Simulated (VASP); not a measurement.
Data:

```xyz
1
Lattice="3.0676 0.0000 0.0000 0.0000 3.0676 0.0000 0.0000 0.0000 3.0676" Properties=species:S:1:pos:R:3 pbc="T T T"
Sb     0.0000     0.0000     0.0000
```

Method: PBEsol GGA, VASP's PBE PAW potentials (set 64) (plane waves; VASP 6.6.1). Run with 400 eV cut-off, Gaussian smearing of 0.050 eV, potentials Sb.

Problem. Give the energies of bands 1 to 5 at the high-symmetry points, in eV from the Fermi level.

Solution. 
| band | Γ | X | M | R |
|---|---|---|---|---|
| 1 | -12.66 | -10.11 | -7.40 | -4.35 |
| 2 | 3.34 | -5.83 | -3.69 | -1.68 |
| 3 | 3.34 | 5.46 | -3.69 | -1.68 |
| 4 | 3.34 | 5.46 | 2.00 | -1.68 |
| 5 | 6.98 | 9.16 | 7.64 | 4.77 |

It has no gap at this level: it comes out as a metal or semimetal.

The structure was generated: Sb was put into the simple-cubic type (Pm-3m), which need not be its known phase. It was relaxed first, which changed the volume by -6 %.
